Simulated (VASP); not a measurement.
# MgC2 (P4/nmm) in VASP: reference runs

Reference runs on MgC2: the cell as given.

Program: VASP 6.6.1. These are calculated values, not measurements. Logs are shortened: lines on timing, memory, paths and dates and some standing lists are left out, and cuts for length are marked.

### Step 1. The structure

Symmetry: P4/nmm, No. 129, tetragonal system. Conventional cell: a = 3.689 Å, b = 3.689 Å, c = 4.246 Å, α = 90.00°, β = 90.00°, γ = 90.00°. Mg (site symmetry 4mm) has 8 C at 2.33 to 2.61 Å and 4 Mg at 2.64 Å as nearest neighbours. C (site symmetry 2mm) is surrounded by 1 C at 0.97 Å.

The cell was built by a generator and needn't be a form met in nature.

### Step 2. Single point, PBE

INCAR

```
SYSTEM = MgC2
PREC     = Accurate       ! precision mode
ENCUT    = 520            ! plane-wave cutoff, eV
EDIFF    = 1E-7           ! SCF threshold, eV
ISMEAR   = -1             ! smearing method
SIGMA    = 0.05           ! smearing width, eV
LREAL    = .False.        ! projectors in reciprocal space
LASPH    = .True.         ! aspherical terms in the spheres
NELM     = 80             ! most SCF steps
ALGO     = Normal         ! electronic algorithm
ISIF     = 2              ! what is computed and relaxed
LWAVE    = .False.        ! write WAVECAR
LCHARG   = .False.        ! write CHGCAR
GGA      = PE             ! functional
NBANDS   = 19             ! bands
```

KPOINTS

```
Automatic mesh
0
Gamma
  7 7 6
  0 0 0
```

POSCAR

```
MgC2
1.0
    3.6885233900      0.0000000000      0.0000000000
    0.0000000000      3.6885233900      0.0000000000
    0.0000000000      0.0000000000      4.2462982200
Mg C
2 4
Direct
    0.0000000000      0.5000000000      0.0492930300
    0.5000000000      0.0000000000      0.9507069700
    0.0000000000      0.0000000000      0.6137708700
    0.0000000000      0.0000000000      0.3862291300
    0.5000000000      0.5000000000      0.3862291300
    0.5000000000      0.5000000000      0.6137708700
```

Potentials or basis: VASP PAW PBE potentials, release 64 (Mg, C).

Started as:

```
$ cat potpaw_PBE.64/Mg/POTCAR potpaw_PBE.64/C/POTCAR > POTCAR
$ mpirun -np 1 vasp_std > vasp.out
```

OUTCAR:

```text
SYSTEM = MgC2
   PREC = Accurate
   ENCUT = 520
   EDIFF = 1E-7
   ISMEAR = -1
   LREAL = .False.
   LASPH = .True.
   NELM = 80
   ISIF = 2
   GGA = PE

 ion  position               nearest neighbor table
   1  0.000  0.500  0.049-   4 2.33   5 2.33   4 2.33   5 2.33   3 2.61   3 2.61   6 2.61   6 2.61
                             2 2.64   2 2.64   2 2.64   2 2.64
   2  0.500  0.000  0.951-   3 2.33   6 2.33   6 2.33   3 2.33   5 2.61   5 2.61   4 2.61   4 2.61
                             1 2.64   1 2.64   1 2.64   1 2.64
   3  0.000  0.000  0.614-   4 0.97   2 2.33   2 2.33   1 2.61   1 2.61
   4  0.000  0.000  0.386-   3 0.97   1 2.33   1 2.33   2 2.61   2 2.61
   5  0.500  0.500  0.386-   6 0.97   1 2.33   1 2.33   2 2.61   2 2.61
   6  0.500  0.500  0.614-   5 0.97   2 2.33   2 2.33   1 2.61   1 2.61

 -----------------------------------------------------------------------------
|                                                                             |
|           W    W    AA    RRRRR   N    N  II  N    N   GGGG   !!!           |
|           W    W   A  A   R    R  NN   N  II  NN   N  G    G  !!!           |
|           W    W  A    A  R    R  N N  N  II  N N  N  G       !!!           |
|           W WW W  AAAAAA  RRRRR   N  N N  II  N  N N  G  GGG   !            |
|           WW  WW  A    A  R   R   N   NN  II  N   NN  G    G                |
|           W    W  A    A  R    R  N    N  II  N    N   GGGG   !!!           |
|                                                                             |
|     The distance between some ions is very small. Please check the          |
|     nearest-neighbor list in the OUTCAR file.                               |
|     I HOPE YOU KNOW WHAT YOU ARE DOING!                                     |
|                                                                             |
 -----------------------------------------------------------------------------

  LATTYP: Found a simple tetragonal cell.
 ALAT       =     3.6885233900
 C/A-ratio  =     1.1512190031

  Lattice vectors:

 A1 = (   3.6885233900,   0.0000000000,   0.0000000000)
 A2 = (   0.0000000000,   3.6885233900,   0.0000000000)
 A3 = (   0.0000000000,   0.0000000000,   4.2462982200)

Analysis of symmetry for initial positions (statically):
=====================================================================
 Subroutine PRICEL returns:
 Original cell was already a primitive cell.

 Routine SETGRP: Setting up the symmetry group for a
 simple tetragonal supercell.

 Subroutine GETGRP returns: Found 16 space group operations
 (whereof  8 operations were pure point group operations)
 out of a pool of 16 trial point group operations.

The static configuration has the point symmetry D_2d.
 The point group associated with its full space group is D_4h.

Analysis of symmetry for dynamics (positions and initial velocities):
[... 135 lines left out ...]
   ISMEAR =    -1;   SIGMA  =   0.05  broadening in eV -4-tet -1-fermi 0-gaus
   EFERMI_NEDOS =   21; number of points for ismear=-14 and -15
   IALGO  =     38    algorithm
   IMIX   =      4    mixing-type and parameters
     AMIX     =   0.40;   BMIX     =  1.00
     AMIX_MAG =   1.60;   BMIX_MAG =  1.00
  volume/ion in A,a.u.               =       9.63        64.98
  Fermi-wavevector in a.u.,A,eV,Ry     =   1.149511  2.172260 17.978392  1.321375
  Thomas-Fermi vector in A             =   2.286180
   LORBIT       =      0    0 simple, 1 ext, 2 COOP (PROOUT), +10 PAW based schemes
   GGA     = PE    functional components
   LHFCALC =     F    Hartree Fock is set to
   AEXX    =    0.0000 exact exchange contribution
   IVDW    =     0    specifies the selected vdW correction
   LEPSILON=     F    determine dielectric tensor
   LRPA    =     F    only Hartree local field effects (RPA)
 non-spin polarized calculation
  energy-cutoff  :      520.00
  volume of cell :       57.77
 maximum number of plane-waves:      1576
 NGX is ok and might be reduce to    28
   NGX = 13   NGY = 13   NGZ = 15

 number of electron      19.9999999 magnetization

 Free energy of the ion-electron system (eV)
  ---------------------------------------------------
  ext. energy  EPLUGINS =         0.00000000
  ---------------------------------------------------
  free energy    TOTEN  =       -19.71015254 eV

  energy without entropy =      -19.69898397  energy(sigma->0) =      -19.70456826

 E-fermi :   4.5013     XC(G=0): -10.7183

 val. band max:        4.4675907025   @ k =   0.2857   0.0000   0.5000
 cond. band min:       4.5583736203   @ k =   0.0000   0.0000   0.3333
 fundamental gap:      0.0907829178
 Fermi energy:         4.5012652769

 k-point     1 :       0.0000    0.0000    0.0000
  band No.  band energies     occupation
      1     -10.9237      2.00000
      2      -7.9865      2.00000
      3      -2.2330      2.00000
      4      -1.1606      2.00000
      5      -0.5403      2.00000
      6      -0.5403      2.00000
[... 505 lines left out ...]
      6       0.4664      2.00000
[... 11 lines left out ...]
     18      15.7475      0.00000
     19      16.5473      0.00000

 [... further k-points ...]

------------------------ aborting loop because EDIFF is reached ----------------------------------------

  FORCE on cell =-STRESS in cart. coord.  units (eV):
  Direction    XX          YY          ZZ          XY          YZ          ZX
  --------------------------------------------------------------------------------------
  -------------------------------------------------------------------------------------
  Total       13.1767953     13.1767953     98.5289055      0.0000000      0.0000000      0.0000000
  in kB      365.4305111    365.4305111   2732.4905303      0.0000000      0.0000000      0.0000000
  external PRESSURE =    1154.4505175 kB  Pullay stress =       0.0000000 kB

 VOLUME and BASIS-vectors are now :
 -----------------------------------------------------------------------------
  energy-cutoff  :      520.00
  volume of cell :       57.77
      direct lattice vectors                 reciprocal lattice vectors
     3.688523390  0.000000000  0.000000000     0.271111199  0.000000000  0.000000000
     0.000000000  3.688523390  0.000000000     0.000000000  0.271111199  0.000000000
     0.000000000  0.000000000  4.246298220     0.000000000  0.000000000  0.235499239

 POSITION                                       TOTAL-FORCE (eV/Angst)
 -----------------------------------------------------------------------------------
      0.00000      1.84426      0.20931         0.000000      0.000000      0.387947
      1.84426      0.00000      4.03699        -0.000000      0.000000     -0.387947
      0.00000      0.00000      2.60625        -0.000000      0.000000     54.409623
      0.00000      0.00000      1.64004         0.000000      0.000000    -54.409623
      1.84426      1.84426      1.64004         0.000000     -0.000000    -54.409623
      1.84426      1.84426      2.60625        -0.000000     -0.000000     54.409623
 -----------------------------------------------------------------------------------
    total drift:                                0.000000      0.000000      0.000000

  FREE ENERGIE OF THE ION-ELECTRON SYSTEM (eV)
  ---------------------------------------------------
  free  energy   TOTEN  =       -19.7101525427 eV

  energy  without entropy=      -19.6989839698  energy(sigma->0) =      -19.70456826
```

OSZICAR:

```text
N       E                     dE             d eps       ncg     rms          rms(c)
DAV:   1     0.774261969135E+02    0.77426E+02   -0.93947E+03  1520   0.930E+02
DAV:   2    -0.303906440425E+02   -0.10782E+03   -0.10308E+03  1918   0.194E+02
DAV:   3    -0.370481032664E+02   -0.66575E+01   -0.66228E+01  1920   0.498E+01
DAV:   4    -0.370925955091E+02   -0.44492E-01   -0.44467E-01  1884   0.500E+00
DAV:   5    -0.370928699743E+02   -0.27447E-03   -0.27445E-03  1862   0.380E-01    0.204E+01
DAV:   6    -0.210692842401E+02    0.16024E+02   -0.23182E+01  1586   0.307E+01    0.884E+00
DAV:   7    -0.197712481065E+02    0.12980E+01   -0.81402E+00  1846   0.176E+01    0.387E+00
DAV:   8    -0.198892739592E+02   -0.11803E+00   -0.13576E+00  1659   0.660E+00    0.194E+00
DAV:   9    -0.197417930864E+02    0.14748E+00   -0.14607E-01  1666   0.255E+00    0.887E-01
DAV:  10    -0.197097113427E+02    0.32082E-01   -0.12050E-01  1710   0.205E+00    0.197E-01
DAV:  11    -0.197102770599E+02   -0.56572E-03   -0.64325E-03  1819   0.492E-01    0.782E-02
DAV:  12    -0.197102934332E+02   -0.16373E-04   -0.73947E-05  2001   0.570E-02    0.583E-02
DAV:  13    -0.197101506062E+02    0.14283E-03   -0.28497E-04  1710   0.111E-01    0.946E-03
DAV:  14    -0.197101526617E+02   -0.20555E-05   -0.36982E-05  1761   0.350E-02    0.287E-03
DAV:  15    -0.197101525533E+02    0.10841E-06   -0.53072E-07  1751   0.506E-03    0.146E-03
DAV:  16    -0.197101525427E+02    0.10641E-07   -0.82007E-08  1072   0.180E-03
   1 F= -.19710153E+02 E0= -.19704568E+02  d E =-.111686E-01
```

stdout:

```text
POSCAR found type information on POSCAR MgC
 POSCAR found :  2 types and       6 ions
 scaLAPACK will be used
 LDA part: xc-table for (Slater+PW92), standard interpolation
 -----------------------------------------------------------------------------
|                                                                             |
|           W    W    AA    RRRRR   N    N  II  N    N   GGGG   !!!           |
|           W    W   A  A   R    R  NN   N  II  NN   N  G    G  !!!           |
|           W    W  A    A  R    R  N N  N  II  N N  N  G       !!!           |
|           W WW W  AAAAAA  RRRRR   N  N N  II  N  N N  G  GGG   !            |
|           WW  WW  A    A  R   R   N   NN  II  N   NN  G    G                |
|           W    W  A    A  R    R  N    N  II  N    N   GGGG   !!!           |
|                                                                             |
|     The distance between some ions is very small. Please check the          |
|     nearest-neighbor list in the OUTCAR file.                               |
|     I HOPE YOU KNOW WHAT YOU ARE DOING!                                     |
|                                                                             |
 -----------------------------------------------------------------------------

 POSCAR, INCAR and KPOINTS ok, starting setup
 FFT: planning ... GRIDC
 FFT: planning ... GRID_SOFT
 FFT: planning ... GRID
 WAVECAR not read
 entering main loop
```

Wall time 36 s (1 thread of Intel Xeon Platinum 8488C (Sapphire Rapids), shared host); peak memory 0.18 GiB.

Results:

- Free energy: -19.7102 eV
- Pressure: 115.4 GPa
- Largest force: 54.410 eV/Å
- Band gap on the k mesh: none (metal or under the smearing width)

Forces on the atoms (eV/Å):
```
Mg    0.000   0.000   0.388
Mg    0.000   0.000  -0.388
C     0.000   0.000  54.410
C     0.000   0.000 -54.410
C     0.000   0.000 -54.410
C     0.000   0.000  54.410
```

Levels at points of the mesh, in eV from the Fermi level:
| k point | band 7 | band 8 | band 9 | band 10 | band 11 | band 12 | band 13 | band 14 |
| --- | --- | --- | --- | --- | --- | --- | --- | --- |
| (0.00, 0.00, 0.00) | -1.94 | -1.02 | -0.79 | -0.79 | 4.91 | 4.91 | 5.34 | 5.48 |
| (0.00, 0.00, 0.50) | -3.00 | -0.74 | -0.74 | 0.30 | 2.15 | 2.15 | 5.12 | 6.81 |

Caveat: a pressure of tens of GPa on the cell as given is suspect, and the run, the potentials or the cell itself is likely at fault; the standard files for N, O and F lose accuracy on very short bonds; forces of over 1 eV/Å show positions far from the minimum, so gaps and moduli don't describe the material at rest.
